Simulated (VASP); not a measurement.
# WS2 (P6_3/mmc) in VASP: a series of runs, part 2 of 2

VASP 6.6.1. The steps go on from the part before.

## 4. Single point, PBEsol

Input file INCAR:

```
SYSTEM = WS2
  ALGO = Fast
  EDIFF = 1E-6
  ENCUT = 520
  GGA = PS
  ISIF = 2
  ISMEAR = 0
  LASPH = .TRUE.
  LCHARG = .FALSE.
  LREAL = .FALSE.
  LWAVE = .FALSE.
  NELM = 80
  PREC = Accurate
  SIGMA = 0.5
```

Input file KPOINTS:

```
k-points
0
G
  12 12 2
  0 0 0
```

Input file POSCAR:

```
WS2
1.0
    3.1468500000      0.0000000000      0.0000000000
   -1.5734200000      2.7252500000      0.0000000000
    0.0000000000      0.0000000000     12.6806900000
W S
2 4
Direct
    0.3333300000      0.6666700000      0.2500000000
    0.6666700000      0.3333300000      0.7500000000
    0.3333300000      0.6666700000      0.6263300000
    0.6666700000      0.3333300000      0.1263300000
    0.3333300000      0.6666700000      0.8736700000
    0.6666700000      0.3333300000      0.3736700000
```

Potentials or basis: VASP PAW PBE potentials, release 64 (W_sv, S).

Started as:

```console
cat potpaw_PBE.64/W_sv/POTCAR potpaw_PBE.64/S/POTCAR > POTCAR
mpirun -np 1 vasp_std > vasp.out
```

OUTCAR:

```text
SYSTEM = WS2
   EDIFF = 1E-6
   ENCUT = 520
   GGA = PS
   ISIF = 2
   ISMEAR = 0
   LASPH = .TRUE.
   LREAL = .FALSE.
   NELM = 80
   PREC = Accurate

 ion  position               nearest neighbor table
   1  0.333  0.667  0.250-   4 2.40   6 2.40   4 2.40   6 2.40   4 2.40   6 2.40
   2  0.667  0.333  0.750-   3 2.40   5 2.40   3 2.40   5 2.40   3 2.40   5 2.40
   3  0.333  0.667  0.626-   2 2.40   2 2.40   2 2.40
   4  0.667  0.333  0.126-   1 2.40   1 2.40   1 2.40
   5  0.333  0.667  0.874-   2 2.40   2 2.40   2 2.40
   6  0.667  0.333  0.374-   1 2.40   1 2.40   1 2.40

  LATTYP: Found a hexagonal cell.
 ALAT       =     3.1468500000
 C/A-ratio  =     4.0296455185

  Lattice vectors:

 A1 = (   3.1468500000,   0.0000000000,   0.0000000000)
 A2 = (  -1.5734200000,   2.7252500000,   0.0000000000)
 A3 = (   0.0000000000,   0.0000000000,  12.6806900000)

Analysis of symmetry for initial positions (statically):
=====================================================================
 Subroutine PRICEL returns:
[... 185 lines left out ...]
 val. band max:        6.9781238025   @ k =   0.0000   0.0000   0.0000
 cond. band min:       8.0863286118   @ k =  -0.1667   0.3333   0.0000
 fundamental gap:      1.1082048092
 Fermi energy:         7.4236187574

 k-point     1 :       0.0000    0.0000    0.0000
  band No.  band energies     occupation
      1     -67.4478      2.00000
      2     -67.4478      2.00000
      3     -31.7253      2.00000
      4     -31.7252      2.00000
      5     -31.5312      2.00000
      6     -31.5312      2.00000
[... 805 lines left out ...]
     30       9.6841      0.00000
     31       9.9715      0.00000

 [... further k-points ...]

------------------------ aborting loop because EDIFF is reached ----------------------------------------

  FORCE on cell =-STRESS in cart. coord.  units (eV):
  Direction    XX          YY          ZZ          XY          YZ          ZX
  --------------------------------------------------------------------------------------
  -------------------------------------------------------------------------------------
  Total       -0.0062114     -0.0057195     -0.0090625      0.0004260      0.0000000      0.0000000
  in kB       -0.0915113     -0.0842645     -0.1335158      0.0062756      0.0000000      0.0000000
  external PRESSURE =      -0.1030972 kB  Pullay stress =       0.0000000 kB

 VOLUME and BASIS-vectors are now :
 -----------------------------------------------------------------------------
  energy-cutoff  :      520.00
  volume of cell :      108.75
      direct lattice vectors                 reciprocal lattice vectors
     3.146850000  0.000000000  0.000000000     0.317778096  0.183468823  0.000000000
    -1.573420000  2.725250000  0.000000000     0.000000000  0.366938813  0.000000000
     0.000000000  0.000000000 12.680690000     0.000000000  0.000000000  0.078860062

 POSITION                                       TOTAL-FORCE (eV/Angst)
 -----------------------------------------------------------------------------------
     -0.00001      1.81684      3.17017         0.000676     -0.000391      0.000000
      1.57344      0.90841      9.51052        -0.000676      0.000391     -0.000000
     -0.00001      1.81684      7.94230         0.000332     -0.000192     -0.002115
      1.57344      0.90841      1.60195        -0.000332      0.000192     -0.002115
     -0.00001      1.81684     11.07874         0.000332     -0.000192      0.002115
      1.57344      0.90841      4.73839        -0.000332      0.000192      0.002115
 -----------------------------------------------------------------------------------
    total drift:                                0.000000      0.000000      0.000000

  FREE ENERGIE OF THE ION-ELECTRON SYSTEM (eV)
  ---------------------------------------------------
  free  energy   TOTEN  =       -50.5549591009 eV

  energy  without entropy=      -50.5487492279  energy(sigma->0) =      -50.55185416
```

OSZICAR:

```text
N       E                     dE             d eps       ncg     rms          rms(c)
DAV:   1     0.521939052074E+03    0.52194E+03   -0.28912E+04  5948   0.167E+03
DAV:   2    -0.182958872878E+02   -0.54023E+03   -0.52878E+03  6353   0.448E+02
DAV:   3    -0.522198618958E+02   -0.33924E+02   -0.33317E+02  6700   0.101E+02
DAV:   4    -0.531031833276E+02   -0.88332E+00   -0.88043E+00  6584   0.170E+01
DAV:   5    -0.531273570845E+02   -0.24174E-01   -0.24163E-01  6708   0.283E+00    0.396E+01
RMM:   6    -0.507672067178E+02    0.23602E+01   -0.10376E+01  6819   0.150E+01    0.160E+01
RMM:   7    -0.505323820446E+02    0.23482E+00   -0.18864E+00  6807   0.593E+00    0.566E+00
RMM:   8    -0.505648669131E+02   -0.32485E-01   -0.58319E-01  7003   0.310E+00    0.123E+00
RMM:   9    -0.505548301147E+02    0.10037E-01   -0.13539E-01  6502   0.165E+00    0.676E-01
RMM:  10    -0.505546560963E+02    0.17402E-03   -0.23870E-02  7235   0.736E-01    0.153E-01
RMM:  11    -0.505549238424E+02   -0.26775E-03   -0.61567E-03  7547   0.357E-01    0.662E-02
RMM:  12    -0.505549593532E+02   -0.35511E-04   -0.12259E-03  7669   0.170E-01    0.570E-02
RMM:  13    -0.505549546648E+02    0.46883E-05   -0.30353E-04  7176   0.734E-02    0.290E-02
RMM:  14    -0.505549582623E+02   -0.35974E-05   -0.90711E-05  7430   0.375E-02    0.183E-02
RMM:  15    -0.505549587470E+02   -0.48468E-06   -0.24035E-05  6430   0.185E-02    0.599E-03
RMM:  16    -0.505549591009E+02   -0.35398E-06   -0.57627E-06  4848   0.845E-03
   1 F= -.50554959E+02 E0= -.50551854E+02  d E =-.620987E-02
```

stdout:

```text
POSCAR found type information on POSCAR W S
 POSCAR found :  2 types and       6 ions
 scaLAPACK will be used
 -----------------------------------------------------------------------------
|                                                                             |
|                                                                             |
|     You enforced a specific xc type in the INCAR file but a different       |
|     I HOPE YOU KNOW WHAT YOU ARE DOING!                                     |
|                                                                             |
 -----------------------------------------------------------------------------

 LDA part: xc-table for (Slater+PW92), standard interpolation
 POSCAR, INCAR and KPOINTS ok, starting setup
 FFT: planning ... GRIDC
 FFT: planning ... GRID_SOFT
 FFT: planning ... GRID
 WAVECAR not read
 entering main loop
```

Run time: 2.1 min. Hardware: 1 thread of Intel Xeon 6975P-C (Granite Rapids), shared host; peak memory 0.38 GiB.

What came out:

```yaml
Free_energy: -50.5550 eV
Pressure: 0.0 GPa
Band_gap_on_the_k_mesh: 1.11 eV, indirect (least direct gap 1.87 eV)
```

Forces on the atoms (eV/Å):
```
W    0.001  0.000  0.000
W   -0.001  0.000  0.000
S    0.000  0.000 -0.002
S    0.000  0.000 -0.002
S    0.000  0.000  0.002
S    0.000  0.000  0.002
```

Caveat: the PAW data sets were made with another functional, which shifts forces and pressure a little; spin-orbit coupling is left out, which moves the levels of the heavy elements; this functional lacks dispersion, which binds the layers, so the pressure and a relaxed spacing across them are unreliable.

## 5. Single point, PBEsol

Changes to INCAR since step 4:

```diff
@@ -3,3 +3,3 @@
   EDIFF = 1E-6
-  ENCUT = 520
+  ENCUT = 900
   GGA = PS
@@ -13,2 +13,2 @@
   PREC = Accurate
-  SIGMA = 0.5
+  SIGMA = 0.02
```

KPOINTS is that of step 4.

POSCAR is that of step 4.

Potentials or basis: VASP PAW PBE potentials, release 64 (W_sv, S_h).

Started as:

```console
cat potpaw_PBE.64/W_sv/POTCAR potpaw_PBE.64/S_h/POTCAR > POTCAR
mpirun -np 1 vasp_std > vasp.out
```

Run time: 5.6 min. Hardware: 1 thread of Intel Xeon 6975P-C (Granite Rapids), shared host; peak memory 0.72 GiB.

The run converged. Its results:

```
Free energy            : -50.5251 eV
Pressure               : 0.2 GPa
Largest force          : 0.021 eV/Å
Band gap on the k mesh : 1.10 eV, indirect (least direct gap 1.86 eV)
```

Forces on the atoms (eV/Å):
```
W    0.001  0.000  0.000
W   -0.001  0.000  0.000
S    0.000  0.000 -0.021
S    0.000  0.000 -0.021
S    0.000  0.000  0.021
S    0.000  0.000  0.021
```

Levels at points of the mesh, in eV from the valence-band top:
```
           k point  band 22  band 23  band 24  band 25  band 26  band 27  band 28  band 29  band 30  band 31
(0.00, 0.00, 0.00)    -2.07    -2.07    -1.63    -1.13     0.00     2.46     2.47     2.53     2.56     2.65
(0.50, 0.00, 0.00)    -2.67    -1.78    -1.64    -1.58    -1.45     2.46     2.50     2.74     3.03     3.24
(0.50, 0.50, 0.00)    -2.67    -1.78    -1.64    -1.58    -1.45     2.46     2.50     2.74     3.03     3.23
(0.00, 0.00, 0.50)    -2.09    -2.09    -2.09    -0.33    -0.33     2.45     2.49     2.56     2.61     2.63
(0.50, 0.00, 0.50)    -2.75    -1.71    -1.71    -1.51    -1.51     2.48     2.48     2.90     2.93     3.51
(0.50, 0.50, 0.50)    -2.75    -1.71    -1.71    -1.51    -1.51     2.48     2.49     2.90     3.43     3.51
```

Caveat: the PAW data sets were made with another functional, which shifts forces and pressure a little; spin-orbit coupling is left out, which moves the levels of the heavy elements; this functional lacks dispersion, which binds the layers, so the pressure and a relaxed spacing across them are unreliable.

## 6. Single point, r2SCAN

Input file INCAR:

```
SYSTEM = WS2
  ALGO = Normal
  EDIFF = 1E-6
  ENCUT = 520
  ISIF = 2
  ISMEAR = 0
  LASPH = .TRUE.
  LCHARG = .FALSE.
  LMIXTAU = .TRUE.
  LREAL = .FALSE.
  LWAVE = .FALSE.
  METAGGA = R2SCAN
  NELM = 80
  PREC = Accurate
  SIGMA = 0.02
```

KPOINTS is that of step 5.

POSCAR is that of step 5.

Potentials or basis: VASP PAW PBE potentials, release 64 (W_sv, S).

Started as:

```console
cat potpaw_PBE.64/W_sv/POTCAR potpaw_PBE.64/S/POTCAR > POTCAR
mpirun -np 1 vasp_std > vasp.out
```

It took 10 min on 1 thread of Intel Xeon 6975P-C (Granite Rapids), shared host; peak memory 0.39 GiB.

It converged, with:

- Free energy: -140.1264 eV
- Pressure: 3.1 GPa
- Largest force: 0.049 eV/Å
- Band gap on the k mesh: 1.26 eV, indirect (least direct gap 2.01 eV)

Forces in eV/Å, atoms in the order of the input:
```
W    0.001  0.000  0.000
W   -0.001  0.000  0.000
S    0.000  0.000 -0.049
S    0.000  0.000 -0.049
S    0.000  0.000  0.049
S    0.000  0.000  0.049
```

Stress tensor (GPa, compression positive):
```
3.97 0.00 0.00
0.00 3.98 0.00
0.00 0.00 1.40
```

Levels at points of the mesh, in eV from the valence-band top:
| k point | band 24 | band 25 | band 26 | band 27 | band 28 | band 29 |
| --- | --- | --- | --- | --- | --- | --- |
| (0.00, 0.00, 0.00) | -1.80 | -1.12 | 0.00 | 2.61 | 2.62 | 2.62 |
| (0.50, 0.00, 0.00) | -1.82 | -1.65 | -1.52 | 2.61 | 2.64 | 2.91 |
| (0.50, 0.50, 0.00) | -1.82 | -1.65 | -1.52 | 2.61 | 2.64 | 2.91 |
| (0.00, 0.00, 0.50) | -2.24 | -0.34 | -0.34 | 2.61 | 2.61 | 2.61 |
| (0.50, 0.00, 0.50) | -1.89 | -1.58 | -1.58 | 2.62 | 2.62 | 3.05 |
| (0.50, 0.50, 0.50) | -1.89 | -1.58 | -1.58 | 2.62 | 2.62 | 3.05 |

Caveat: the PAW data sets were made with another functional, which shifts forces and pressure a little; spin-orbit coupling is left out, which moves the levels of the heavy elements.

## 7. The runs side by side

| level | potentials or basis | k mesh | cutoff (eV) | smearing | further INCAR settings | gap on the mesh (eV) | pressure (GPa) | largest force (eV/Å) |
| --- | --- | --- | --- | --- | --- | --- | --- | --- |
| PBEsol | VASP PAW PBE potentials, release 64 (W_sv, S) | 12 × 12 × 2 | 700 | gaussian 0.02 eV | ALGO = Fast; EDIFF = 1e-06 | 1.11 | 0.0 | - |
| PBEsol | VASP PAW PBE potentials, release 64 (W_sv, S) | 15 × 15 × 4 | 520 | gaussian 0.02 eV | ALGO = Fast; EDIFF = 1e-06 | 1.15 | 0.0 | - |
| PBEsol | VASP PAW PBE potentials, release 64 (W_sv, S) | 12 × 12 × 2 | 520 | gaussian 0.5 eV | ALGO = Fast; EDIFF = 1e-06 | 1.11 | 0.0 | - |
| PBEsol | VASP PAW PBE potentials, release 64 (W_sv, S_h) | 12 × 12 × 2 | 900 | gaussian 0.02 eV | ALGO = Fast; EDIFF = 1e-06 | 1.10 | 0.2 | 0.02 |
| r2SCAN | VASP PAW PBE potentials, release 64 (W_sv, S) | 12 × 12 × 2 | 520 | gaussian 0.02 eV | ALGO = Normal; EDIFF = 1e-06 | 1.26 | 3.1 | 0.05 |

Alike in all rows: task single point; no spin polarisation; cell as given.

Caveats: the PAW data sets were made with another functional, which shifts forces and pressure a little; spin-orbit coupling is left out, which moves the levels of the heavy elements; this functional lacks dispersion, which binds the layers, so the pressure and a relaxed spacing across them are unreliable (some runs); an odd mesh through Γ misses points on the zone boundary, where band edges often lie (some runs).

Absolute energies hang on the potentials; compare differences alone.
